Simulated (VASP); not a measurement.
VASP input:

### INCAR
```
ISMEAR  =  1
ISIF  =  3   # ions, shape and volume
ALGO  =  Normal
LWAVE  =  .False.
NSW  =  60   # most ionic steps
LASPH  =  .True.   # aspherical one-centre terms
EDIFFG  =  -0.02   # ionic stop
LCHARG  =  .False.
PREC  =  Accurate
LMAXMIX  =  4
SIGMA  =  0.1   # width (eV)
GGA  =  PS
LREAL  =  .False.   # projection in real space or not
EDIFF  =  1E-6
IBRION  =  2   # conjugate gradients
ENCUT  =  400
NELM  =  100   # most electronic steps
SYSTEM  =  Cs2SnI6
```

**KPOINTS**
```
kpoints
0
Gamma
  4 4 4
0 0 0
```

File POSCAR:
```
Cs2SnI6
1
   -0.0000000000     5.7698879843     5.7698879843
    5.7698879843    -0.0000000000     5.7698879843
    5.7698879843     5.7698879843     0.0000000000
Cs Sn I
2 1 6
Direct
  0.2500000000   0.2500000000   0.2500000000
  0.7500000000   0.7500000000   0.7500000000
  0.0000000000   0.0000000000   1.0000000000
  0.2488892099   0.7511107901   0.7511107901
  0.7511107901   0.2488892099   0.2488892099
  0.7511107901   0.2488892099   0.7511107901
  0.2488892099   0.7511107901   0.2488892099
  0.7511107901   0.7511107901   0.2488892099
  0.2488892099   0.2488892099   0.7511107901
```

POTCAR, in this order: Cs_sv Sn_d I (PBE.64 set). Program: vasp_std.

Problem. Translate this PBEsol calculation to Ansatz.

Solution. One equivalent input (not run):
Ansatz 0.2 input:
```yaml
crystal:
  lattice:
    - [0.0000000, 5.7698880, 5.7698880]
    - [5.7698880, 0.0000000, 5.7698880]
    - [5.7698880, 5.7698880, 0.0000000]
  atoms:
    - { symbol: Cs, position: [0.2500000, 0.2500000, 0.2500000] }
    - { symbol: Cs, position: [0.7500000, 0.7500000, 0.7500000] }
    - { symbol: Sn, position: [0.0000000, 0.0000000, 1.0000000] }
    - { symbol: I, position: [0.2488892, 0.7511108, 0.7511108] }
    - { symbol: I, position: [0.7511108, 0.2488892, 0.2488892] }
    - { symbol: I, position: [0.7511108, 0.2488892, 0.7511108] }
    - { symbol: I, position: [0.2488892, 0.7511108, 0.2488892] }
    - { symbol: I, position: [0.7511108, 0.7511108, 0.2488892] }
    - { symbol: I, position: [0.2488892, 0.2488892, 0.7511108] }
kpoints:
  mp_grid: { grid: [4, 4, 4] }
hamiltonian:
  xc: pbesol
  pseudopotentials: { kind: paw }
scf:
  occupations: { method: methfessel_paxton, width: 0.1 }
  max_iter: 100
relax:
  max_steps: 60
  f_tol: 0.02
  cell: {}
output: { forces: true, stress: true, eigenvalues: true }
```
The two are equivalent in intent, not identical: each code has its own PAW files, so the cut-off isn't converted (ENCUT is set for VASP's; basis.ecutwfc is left out, and Ansatz then takes the one that its files recommend); Ansatz stops its SCF on the density residual and VASP on the energy change (EDIFF).

The structure comes from a computed database's Cs2SnI6 entry (Fm-3m); how it stands against other phases isn't given here. It was relaxed first, which changed the volume by -6 %. The start is the result of an earlier pass.
